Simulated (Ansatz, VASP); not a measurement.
# RbSe4F: VASP beside Ansatz, part 2 of 3

Wanted: the spread between two codes on one cell, functional and k mesh. The cell is generated by rule, not measured, and may not be a known phase. The cell is taken from a series of runs on this material, whose earlier steps may have relaxed, scaled, displaced or heated it; both programs get it as it stands.

VASP 6.6.1 and Ansatz 0.2.0.

So far: Starting point; VASP: relaxation of cell and atoms, LDA, pair 1.

## Step 3: Ansatz: relaxation of cell and atoms, LDA, pair 1

Level of this step: Ansatz beside VASP: Kohn-Sham DFT, plane waves, LDA (Ansatz).

Ansatz runs on norm-conserving files, of PseudoDojo where its log says so.

The same cell, functional (in two slightly different forms), mesh and smearing now go to Ansatz, which takes its cutoff from its data sets.

input.yaml reads:

```yaml
crystal:
  lattice:
    - [0.0, 4.4790966937, 4.4790966937]
    - [4.4790966937, 0.0, 4.4790966937]
    - [4.4790966937, 4.4790966937, 0.0]
  atoms:
    - { symbol: Rb, position: [0.5, 0.5, 0.5] }
    - { symbol: F, position: [0.0, 0.0, 0.0] }
    - { symbol: Se, position: [0.1431334638, 0.1431334638, 0.1431334638] }
    - { symbol: Se, position: [0.5705996085, 0.1431334638, 0.1431334638] }
    - { symbol: Se, position: [0.1431334638, 0.1431334638, 0.5705996085] }
    - { symbol: Se, position: [0.1431334638, 0.5705996085, 0.1431334638] }
kpoints:
  mp_grid: { grid: [8, 8, 8] }
hamiltonian:
  xc: lda
  pseudopotentials: { kind: nc }
scf:
  occupations: { method: methfessel_paxton, width: 0.2 }
output:
  forces: true
  stress: true
  eigenvalues: true
relax:
  adjacent_minimum: "off"
  f_tol: 0.001
  max_steps: 60
  cell: { stress_tol: 0.01 }
```

Command:

```bash
> ansatz run input.yaml --threads 4 --pin off --max-ram 14336MiB --backend cpu --events-out ev --progress --plain --runs-dir out
```

Numbers of over 12 decimals in the logs are rounded to 6 here.

Log:

```text
Engine: ansatz 0.2.0, x86_64-unknown-linux-gnu
Pseudopotentials: kind: nc
Pseudopotential: Rb, nc, valence charge 9, recommended cutoff 571.439111 eV (normal), Rb.nc.azcp (PseudoDojo's, or run here from an input of PseudoDojo's: the run reads no file of this project's for it)
Pseudopotential: F, nc, valence charge 7, recommended cutoff 1142.878222 eV (normal), F.nc.azcp (PseudoDojo's, or run here from an input of PseudoDojo's: the run reads no file of this project's for it)
Pseudopotential: Se, nc, valence charge 16, recommended cutoff 1170.089609 eV (normal), Se.nc.azcp (PseudoDojo's, or run here from an input of PseudoDojo's: the run reads no file of this project's for it)
Functional definition: SPW92
  exchange = slater_x
  correlation = pw_c
Crystal: 6 atoms, lattice volume = 179.722 Å³
Basis set: ecut = 1170.089609 eV, 16361 PW (Γ)
Bands: 48, of which v1, the nominal top of the filled ones, is band 40 counted from 1 (39 counted from 0)
Symmetry: 24 space group operations
Space group: F-43m (ITA 216), of the structure as read, at distance tolerance 5.6e-5 Å
k-points: 29 of 512 (time reversal used)
Non-local potential: Rb, projectors of the file, l = 0: 2, l = 1: 2, l = 2: 2
Non-local potential: F, projectors of the file, l = 0: 2, l = 1: 2, l = 2: 1
Non-local potential: Se, projectors of the file, l = 0: 2, l = 1: 2, l = 2: 2
Initial density: superposition of atomic densities (chi_scale 0.1, normalization cell, long waves kept (reshape's long-wave potential 0.00 eV rms))
Initial wavefunctions: pseudopotential atomic-orbital guess
Functional: x = slater, c = lda
SCF iter   1: F=—  HF=-14613.126264 eV  |F-HF|=—  |Δ(HF+E_count)|=         —  Δρ=2.54e-1  dr2=1.65e2  ethr=3.10e-3  ⟨swp⟩=8.5  Hψ=6183  notcnv=0
preconditioner: auto → LDOS  [metal: Δε(μ)=0.001 eV  Ē_g=10.606 eV  σ=0.200 eV  W_gap=0.00  n_scr=50 (ndim 8)  ℏωp=17.1 eV  f_vac=0.201  D(μ)=9.70/eV (n_scr^D=88)  β→1.0]
SCF iter   2: F=—  HF=-14598.200740 eV  |F-HF|=—  |Δ(HF+E_count)|=    1.49e1  S|Δr|=    0.00e0  Δρ=6.03e-2  dr2=1.53e1  ethr=3.10e-3  ⟨swp⟩=5.0  Hψ=3414  notcnv=0  defer=75
SCF iter   3: F=—  HF=-14595.484996 eV  |F-HF|=—  |Δ(HF+E_count)|=    2.72e0  S|Δr|=    0.00e0  Δρ=2.37e-2  dr2=2.21e0  ethr=3.10e-3  ⟨swp⟩=4.0  Hψ=2304  notcnv=0  defer=57
SCF iter   4: F=—  HF=-14594.973602 eV  |F-HF|=—  |Δ(HF+E_count)|=   5.11e-1  S|Δr|=    0.00e0  Δρ=8.86e-3  dr2=2.16e-1  ethr=2.76e-3  ⟨swp⟩=2.1  Hψ=1830  notcnv=0  defer=56
SCF iter   5: F=—  HF=-14594.943111 eV  |F-HF|=—  |Δ(HF+E_count)|=   3.05e-2  S|Δr|=    0.00e0  Δρ=2.97e-3  dr2=2.10e-2  ethr=2.70e-4  ⟨swp⟩=2.0  Hψ=1690  notcnv=0  defer=56
SCF iter   6: F=—  HF=-14594.938304 eV  |F-HF|=—  |Δ(HF+E_count)|=   4.81e-3  S|Δr|=    0.00e0  Δρ=3.92e-4  dr2=2.46e-4  ethr=2.62e-5  ⟨swp⟩=2.1  Hψ=1953  notcnv=0  defer=55
SCF iter   7: F=—  HF=-14594.938271 eV  |F-HF|=—  |Δ(HF+E_count)|=   3.33e-5  S|Δr|=    0.00e0  Δρ=2.07e-4  dr2=1.23e-4  ethr=3.08e-7  ⟨swp⟩=2.5  Hψ=2001  notcnv=0  defer=55
SCF iter   8: F=—  HF=-14594.938234 eV  |F-HF|=—  |Δ(HF+E_count)|=   3.67e-5  S|Δr|=    0.00e0  Δρ=4.93e-5  dr2=8.01e-6  ethr=1.54e-7  ⟨swp⟩=2.0  Hψ=1539  notcnv=0  defer=55
SCF iter   9: F=—  HF=-14594.937998 eV  |F-HF|=—  |Δ(HF+E_count)|=   2.36e-4  S|Δr|=    0.00e0  Δρ=7.39e-6  dr2=1.78e-7  ethr=1.00e-8  ⟨swp⟩=2.0  Hψ=1664  notcnv=0  defer=55
SCF iter  10: F=-14594.937998 eV  HF=-14594.937998 eV  |F-HF|=3.24e-9  |Δ(HF+E_count)|=   3.16e-8  S|Δr|=    0.00e0  Δρ=1.26e-6  dr2=3.62e-9  ethr=1.25e-10  ⟨swp⟩=16.0  Hψ=7165  notcnv=0
SCF 1 converged in 10 iterations: F = -14594.937998 eV  dr2 = 3.62e-9
relax step   1: F+E_penalty+E_count = -14594.93799780 eV  Δ(F+E_penalty+E_count) = +0.000e0 eV  max|allowed force component| = 3.185e-3 eV/Å  Δτ_max = 0.0000 Å  P = -0.025 GPa  Ω = 179.722 Å³  (10 SCF iters, dr2 threshold 1.00e-7 eV, accepted)
[...]
relax step   3: F+E_penalty+E_count = -14594.93802435 eV  Δ(F+E_penalty+E_count) = -5.601e-6 eV  max|allowed force component| = 6.454e-5 eV/Å  Δτ_max = 0.0001 Å  P = +0.000 GPa  Ω = 179.569 Å³  energy of the carried Pulay correction = +9.716e-6 eV  (5 SCF iters, dr2 threshold 7.11e-11 eV, accepted)
[...]
relax step   4: F+E_penalty+E_count = -14594.93801852 eV  Δ(F+E_penalty+E_count) = +5.835e-6 eV  max|allowed force component| = 6.474e-5 eV/Å  Δτ_max = 0.0000 Å  P = +0.000 GPa  Ω = 179.569 Å³  stress off target by 6.78e-5 GPa  SCF on the basis re-selected at this cell (its energy is not comparable with the rows above)  (9 SCF iters)
basis re-selected at this cell: Δ(F+E_penalty+E_count) = +5.835e-6 eV, ΔP = -0.000 GPa vs the last step (what re-selecting the basis moved, of the pressure what is left beyond the Pulay correction that the steps carried, after the strain that the cell walked since its last selection, with what the two solves' SCF thresholds leave and, on support functions, any second-order correction that the steps lacked; it is no m [...]
SCF converged after 9 iterations
Stability not checked: this state was not tested for a lower state beside it, because cold or Methfessel-Paxton smearing, or corrected tetrahedra, fill the levels in a way that the test cannot read (fill_not_monotonic; see scf.lower_state_search)
Free energy (F): -14594.938019 eV
Harris-Foulkes:  -14594.938019 eV  (|F-HF|=1.46e-11)
Internal energy: -14594.937272 eV  (E = F + TS)
E sigma→0 (E₀):  -14594.937832 eV
Entropy (-TS):   -0.000747 eV (-0.124 meV/atom)
Fermi energy:    5.463187 eV
--- Per-component energies (eV) ---
  E_band       = -1867.908704
  E_kinetic    = 9162.053210
  E_local      = -14602.688382  (includes V_loc(G=0)·N_el)
  E_nonlocal   = -5650.745771
  E_hartree    = 5685.524184
  E_xc         = -2930.919545
  E_vxc        = -2147.576088  (∫ρ·V_xc dr)
  E_ewald      = -6258.160968
  E_smearing   = -0.000747  (= −TS)
  E_closure    = 0.000000  (closes the sum)
  Σ components = -14594.938019   (vs F -14594.938019, Δ=0.00e0)
--- Forces (eV/Å), atoms counted from 1 ---
  atom   1  Rb    -0.00000000    -0.00000000     0.00000000
  atom   2  F     -0.00000000     0.00000000    -0.00000000
  atom   3  Se    -0.00006474    -0.00006474    -0.00006474
  atom   4  Se    -0.00006474     0.00006474     0.00006474
  atom   5  Se     0.00006474     0.00006474    -0.00006474
  atom   6  Se     0.00006474    -0.00006474     0.00006474
  max |Σ_I F_I| component: 6.16e-16 eV/Å
--- Stress (GPa, compression-positive) ---
        0.000068       0.000000       0.000000
        0.000000       0.000068       0.000000
        0.000000       0.000000       0.000068
  P = ⅓ Tr σ = 0.0001 GPa (0.001 kbar)
--- Band table (eV; the first three rows and the last of 29) ---
  k-point 0: bands = [... 36 lower, 2.3888, 2.3888, 6.0552, 6.0552, 6.0552, 7.1495, 7.1495, 7.1495, ... 4 higher]
  k-point 1: bands = [... 36 lower, 2.3869, 2.3869, 5.8744, 5.8744, 6.0587, 6.8791, 7.1690, 7.1690, ... 4 higher]
  k-point 2: bands = [... 36 lower, 2.3997, 2.3997, 5.4715, 5.4715, 6.0671, 6.3560, 7.2032, 7.2032, ... 4 higher]
  k-point 28: bands = [... 36 lower, 2.5948, 2.7829, 4.8524, 4.9000, 5.3345, 5.8545, 6.6680, 7.1176, ... 4 higher]
--- Relaxed structure (3 steps of the walk, 3 accepted, 1 SCFs on fresh bases) ---
  F+E_penalty+E_count = -14594.93801852 eV   max|allowed force component| = 6.474e-5 eV/Å   (the final SCF, on the basis selected at the relaxed cell)
  cell:  # Å, volume = 179.5688 Å³
    - [0, 4.477824, 4.477824]
    - [4.477824, 0, 4.477824]
    - [4.477824, 4.477824, 0]
  atoms:
    - { symbol: Rb, position: [0.5, 0.5, 0.5] }
    - { symbol: F, position: [1.0409601575756211e-17, 1.0409097287798059e-17, 1.0409097287798057e-17] }
    - { symbol: Se, position: [0.143105, 0.143105, 0.143105] }
    - { symbol: Se, position: [0.570686, 0.143105, 0.143105] }
    - { symbol: Se, position: [0.143105, 0.143105, 0.570686] }
    - { symbol: Se, position: [0.143105, 0.570686, 0.143105] }
```

Reading the cycles: dr2 is the Hartree energy of the density residual (eV), the measure of convergence; HF is the Harris–Foulkes estimate of the energy, which meets the free energy F at convergence.

## Step 4: Comparison

Known differences besides the potentials themselves: the two LDA forms differ slightly; the data sets hold 80 valence electrons in Ansatz (on norm-conserving files, of PseudoDojo where its log says so) and 40 in VASP; the cutoff is 1170.09 eV in Ansatz and 600 eV in VASP; VASP's log shows a relativistic correction to its local exchange, Ansatz's none; Ansatz adds a Pulay correction to the stress that steers its cell, VASP none. Total energies have different zeros and are not compared.

Both answers:

| quantity | Ansatz | VASP | difference |
| --- | --- | --- | --- |
| volume (Å³) | 179.57 | 179.98 | -0.23 % |
| edge a after relaxation, in the typed setting (Å) | 6.333 | 6.338 | -0.08 % |

## Step 5: VASP: relaxation of cell and atoms, LDA, pair 2

The relaxed volume is the usual yardstick between codes: in a stiff, nearly cubic crystal its relative difference is about their pressure difference at one cell divided by the bulk modulus. Its start cell is another than that of the pair before, and may be another structure of the material.

INCAR reads:

```
SYSTEM = RbSe4F
PREC = Accurate
ENCUT = 600
EDIFF = 1E-07
NELM = 120
ISMEAR = 1
SIGMA = 0.2
LREAL = .FALSE.
ALGO = Normal
GGA = CA
NBANDS = 26
LORBIT = 11
LWAVE = .FALSE.
LCHARG = .FALSE.
ISIF = 3
IBRION = 2
NSW = 80
EDIFFG = -0.005
LASPH = .TRUE.
GGA_COMPAT = .FALSE.
NELMIN = 4
KPAR = 2
```

POSCAR reads:

```
RbSe4F
1.0
   -3.7060780000      3.7060780000      2.5301580000
    3.7060780000     -3.7060780000      2.5301580000
    3.7060780000      3.7060780000     -2.5301580000
Rb F Se
1 1 4
Direct
    0.5000000000      0.5000000000      0.0000000000
    0.0000000000      0.0000000000      0.0000000000
    0.6573489549      0.0000000000      0.6573489549
    0.3426510451      0.0000000000      0.3426510451
    0.0000000000      0.3426510451      0.3426510451
    0.0000000000      0.6573489549      0.6573489549
```

KPOINTS reads:

```
Automatic mesh
0
Gamma
8 8 8
0 0 0
```

The projector-augmented-wave data sets are Rb_sv, F and Se (LDA family, release 64).

Command:

```bash
> mpirun -np 2 vasp_std
```

Log:

```text
[... set-up lines as in an earlier step ...]
 entering main loop
       N       E                     dE             d eps       ncg     rms          rms(c)
DAV:   1     0.244194271401E+03    0.24419E+03   -0.19059E+04  3068   0.150E+03
DAV:   2    -0.616438212885E+01   -0.25036E+03   -0.24611E+03  4142   0.257E+02
DAV:   3    -0.241526782623E+02   -0.17988E+02   -0.17822E+02  4144   0.721E+01
DAV:   4    -0.244855981217E+02   -0.33292E+00   -0.33222E+00  4394   0.903E+00
[...]
DAV:  13    -0.230799960700E+02    0.56489E-05   -0.79658E-05  3264   0.670E-02    0.104E-02
DAV:  14    -0.230799944801E+02    0.15899E-05   -0.15139E-05  3306   0.306E-02    0.144E-03
DAV:  15    -0.230799945271E+02   -0.46943E-07   -0.97549E-07  3324   0.610E-03
   1 F= -.23079995E+02 E0= -.23077984E+02  d E =-.230800E+02
[...]
2 F= -.23080115E+02 E0= -.23078077E+02  d E =-.120743E-03
[...]
3 F= -.23080150E+02 E0= -.23078121E+02  d E =-.155129E-03
[...]
4 F= -.23080178E+02 E0= -.23078100E+02  d E =-.287537E-04
 trial-energy change:   -0.000029  1 .order   -0.000028   -0.000057    0.000000
 step:   0.9291(harm=  0.9291)  dis= 0.00059  next Energy=   -23.080178 (dE=-0.284E-04)
 reached required accuracy - stopping structural energy minimisation
```

From OUTCAR (step 5):

```text
  Total        0.0062329      0.0062329     -0.0076375      0.0000000      0.0000000      0.0000000
  in kB        0.0716476      0.0716476     -0.0877937      0.0000000      0.0000000      0.0000000
  external PRESSURE =       0.0185005 kB  Pullay stress =       0.0000000 kB

 POSITION                                       TOTAL-FORCE (eV/Angst)
 -----------------------------------------------------------------------------------
      0.00000      0.00000      2.53378         0.000000      0.000000     -0.000000
     -3.70838      3.70838      2.53378         0.000000     -0.000000      0.000000
      0.00000      4.87529      0.00000         0.000000     -0.001289     -0.000000
      0.00000      2.54146      0.00000         0.000000      0.001289     -0.000000
     -1.16691      3.70838      2.53378         0.001289      0.000000     -0.000000
      4.87529      0.00000      0.00000        -0.001289     -0.000000     -0.000000
 -----------------------------------------------------------------------------------
    total drift:                                0.000000      0.000000     -0.000000

  FREE ENERGIE OF THE ION-ELECTRON SYSTEM (eV)
  ---------------------------------------------------
  free  energy   TOTEN  =       -23.0801784097 eV

  energy  without entropy=      -23.0739418987  energy(sigma->0) =      -23.07809957

[... 1 part as in an earlier step ...]

[... 3 further parts left out ...]
[key lines of the parts left out:]
E-fermi :   2.7908
```

The run keeps the 16 symmetry operations of its start, so it cannot find a distortion of lower symmetry.

## Step 6: Ansatz: relaxation of cell and atoms, LDA, pair 2

The same cell, functional (in two slightly different forms), mesh and smearing now go to Ansatz, which takes its cutoff from its data sets.

The cell is taken from a series of runs on this material, whose earlier steps may have relaxed, scaled, displaced or heated it; both programs get it as it stands.

input.yaml, the sections that differ from step 3:

```yaml
crystal:
  lattice:
    - [-3.706078185, 3.706078185, 2.530158212]
    - [3.706078185, -3.706078185, 2.530158212]
    - [3.706078185, 3.706078185, -2.530158212]
  atoms:
    - { symbol: Rb, position: [0.5, 0.5, 0.0] }
    - { symbol: F, position: [0.0, 0.0, 0.0] }
    - { symbol: Se, position: [0.6573489791, 0.0, 0.6573489791] }
    - { symbol: Se, position: [0.3426510209, 0.0, 0.3426510209] }
    - { symbol: Se, position: [0.0, 0.3426510209, 0.3426510209] }
    - { symbol: Se, position: [0.0, 0.6573489791, 0.6573489791] }
# kpoints, hamiltonian, scf, output, relax: as in step 3
```

Command:

```bash
> ansatz run input.yaml --threads 4 --pin off --max-ram 14336MiB --backend cpu --events-out ev --progress --plain --runs-dir out
```

Log:

```text
[...]
Crystal: 6 atoms, lattice volume = 139.007 Å³
Basis set: ecut = 1170.089609 eV, 12631 PW (Γ)
Bands: 48, of which v1, the nominal top of the filled ones, is band 40 counted from 1 (39 counted from 0)
Symmetry: 16 space group operations
[...]
k-points: 59 of 512
[...]
cell:  # Å, volume = 139.0646 Å³
    - [-3.706815, 3.706815, 2.530198]
    - [3.706815, -3.706815, 2.530198]
    - [3.706815, 3.706815, -2.530198]
  atoms:
    - { symbol: Rb, position: [0.5, 0.5, 0] }
    - { symbol: F, position: [0, 0, 0] }
    - { symbol: Se, position: [0.657331, 0, 0.657331] }
    - { symbol: Se, position: [0.342669, 0, 0.342669] }
    - { symbol: Se, position: [0, 0.342669, 0.342669] }
    - { symbol: Se, position: [0, 0.657331, 0.657331] }
[key lines of the parts left out:]
SCF converged after 7 iterations
Free energy (F): -14597.158200 eV
Fermi energy:    7.762009 eV
P = ⅓ Tr σ = -0.0041 GPa (-0.041 kbar)
```

## Step 7: Side by side

What differs besides the data sets and the points named for the pairs above, as far as they apply: the data sets hold 80 valence electrons in Ansatz (on norm-conserving files, of PseudoDojo where its log says so) and 40 in VASP. Total energies have different zeros and are not compared.

Both answers:

| quantity | Ansatz | VASP | difference |
| --- | --- | --- | --- |
| volume (Å³) | 139.06 | 139.38 | -0.23 % |
| edge a after relaxation, in the typed setting (Å) | 5.821 | 5.824 | -0.06 % |

[end of part 2 of 3]

[Lines on the potential files, build, host, timing and source positions are cut from VASP's logs without a mark.]

[Logs are printed without paths, hosts, clocks, repeated set-up lines and the standing remarks that a program may print on its own settings, such as how far it seeks lower states.]

[Hosts, paths, dates, database ids (printed as entryN), source tags and the programs' standing remarks are cut or masked in the printed files.]
